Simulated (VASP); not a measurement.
Input:

```yaml
crystal:
  lattice:
    - [1.93632, -3.35380, 0.00000]
    - [1.93632, 3.35380, 0.00000]
    - [0.00000, 0.00000, 6.89552]
  atoms:
    - { symbol: Sn, position: [0.00000, 0.00000, 0.00000] }
    - { symbol: Se, position: [0.33333, 0.66667, 0.23132] }
    - { symbol: Se, position: [0.66667, 0.33333, 0.76868] }
```

Calculation: PBE GGA, VASP's PBE PAW potentials (set 64) (plane waves; VASP 6.6.1). Settings: 400 eV cut-off, Gaussian smearing of 0.050 eV, potentials Sn_d Se.

Without a dispersion term in the relaxation, distances and binding between the weakly bound layers, chains or molecules are unreliable, and so is what depends on them. Unless said otherwise, spin-orbit coupling is left out, though it shifts the bands of the heavy elements here.

Predict the band gap (along the path) with the smallest direct gap where there is one.

```json
{
 "band gap (along the path)": "0.69 eV",
 "smallest direct gap (along the path)": "1.08 eV"
}
```

Total energies compare only between runs with the same potentials, cut-off and functional.

The compound is SnSe2 in the 1T layered structure. It was relaxed first, which changed the volume by +16 %.
